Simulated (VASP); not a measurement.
Method: optB86b-vdW, VASP's PBE PAW potentials (set 64) (plane waves; VASP 6.6.1).

A VASP calculation is set up with these files.

### INCAR
```
# general
SYSTEM  =MnO2
PREC    =Accurate
ENCUT   =520
LREAL   =.False.
LASPH   =.True.

# electronic loop
EDIFF   =1E-7
NELM    =100   # most electronic steps
ALGO    =Normal   # blocked Davidson
LMAXMIX =4   # l cut-off of mixed one-centre charges

# smearing
ISMEAR  =1   # Methfessel-Paxton
SIGMA   =0.1

# functional
GGA     =MK
LUSE_VDW=.True.
AGGAC   =0.0
PARAM1  =0.1234
PARAM2  =1.0

# spin
ISPIN   =2   # spin-polarised
MAGMOM  =2.4 -2.4 -0.0 2*0.0 -0.0

# ions
IBRION  =2   # conjugate gradients
NSW     =30
ISIF    =4
EDIFFG  =-0.01   # ionic stop

# output
LWAVE   =.False.
LCHARG  =.False.
LORBIT  =10
```

KPOINTS:
```
Automatic mesh
0
G
  7 7 11
```

POSCAR:
```
MnO2
1
    4.3971808209     0.0000000000     0.0000000000
    0.0000000000     4.3971808209     0.0000000000
    0.0000000000     0.0000000000     2.8511319423
Mn O
2 4
Direct
  1.0000000000   0.0000000000   1.0000000000
  0.5000000000   0.5000000000   0.5000000000
  0.3035019918   0.3035019918   1.0000000000
  0.8035019918   0.1964980082   0.5000000000
  0.1964980082   0.8035019918   0.5000000000
  0.6964980082   0.6964980082   0.0000000000
```

POTCAR, in this order: Mn_pv O (PBE.64 set). Program: vasp_std.

Question: What will the output report for the number of irreducible k-points (NKPTS), largest plane-wave count, number of space-group operations, FFT grid (NGX, NGY, NGZ)?

Answer: 
- number of irreducible k-points (NKPTS) = 60
- largest plane-wave count = 1500
- number of space-group operations = 16
- FFT grid (NGX, NGY, NGZ) = 36 × 36 × 24

The compound is MnO2 in the rutile structure. This run relaxes it. Symmetry was kept, so distortions that lower it aren't found.
